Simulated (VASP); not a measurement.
All values below come from LDA (Ceperley-Alder, Perdew-Zunger), VASP's LDA PAW potentials (set 64) (plane waves; VASP).

The input files of a VASP run:

**POSCAR**
```
Hf
1.0
  5.3771810000   0.0000000000   0.0000000000
  0.0000000000   9.9888050000   0.0000000000
  0.0000000000   0.0000000000  12.3644040000
Hf
20
direct
  0.9166670000   0.0000000000   0.2426320000
  0.9166670000   0.5000000000   0.2426320000
  0.2500000000   0.7500000000   0.2426320000
  0.5833330000   0.2500000000   0.2426320000
  0.4166670000   0.0000000000   0.3713170000
  0.4166670000   0.5000000000   0.3713170000
  0.7500000000   0.7500000000   0.3713170000
  0.0833330000   0.2500000000   0.3713170000
  0.9166670000   0.0000000000   0.5000000000
  0.9166670000   0.5000000000   0.5000000000
  0.2500000000   0.7500000000   0.5000000000
  0.5833330000   0.2500000000   0.5000000000
  0.4166670000   0.0000000000   0.6286830000
  0.4166670000   0.5000000000   0.6286830000
  0.7500000000   0.7500000000   0.6286830000
  0.0833330000   0.2500000000   0.6286830000
  0.9166670000   0.0000000000   0.7573680000
  0.9166670000   0.5000000000   0.7573680000
  0.2500000000   0.7500000000   0.7573680000
  0.5833330000   0.2500000000   0.7573680000
```

INCAR:
```
! general
SYSTEM   =  Hf
PREC     =  Accurate
ENCUT    =  300
LREAL    =  Auto   ! projection in real space or not
LASPH    =  .TRUE.

! electronic loop
EDIFF    =  1E-6   ! SCF stop (eV)
NELM     =  100   ! most electronic steps
ALGO     =  Normal   ! blocked Davidson
LMAXMIX  =  6   ! l cut-off of mixed one-centre charges

! smearing
ISMEAR   =  0
SIGMA    =  0.1   ! width (eV)

! ions
ISIF     =  2   ! forces and stress, cell fixed

! output
LWAVE    =  .FALSE.
LCHARG   =  .FALSE.
```

**KPOINTS**
```
Automatic mesh
0
Gamma
5 3 1
```

POTCAR, in this order: Hf_pv (LDA.64 set). Program: vasp_std.

What will the output report for the number of irreducible k-points (NKPTS), largest plane-wave count, number of space-group operations, FFT grid (NGX, NGY, NGZ)?

```yaml
number of irreducible k-points (NKPTS): 6
largest_plane_wave_count: 7857
number_of_space_group_operations: 8
FFT grid (NGX, NGY, NGZ): 30 × 56 × 70
```

The cell is a sheet with vacuum, built from a generated structure.
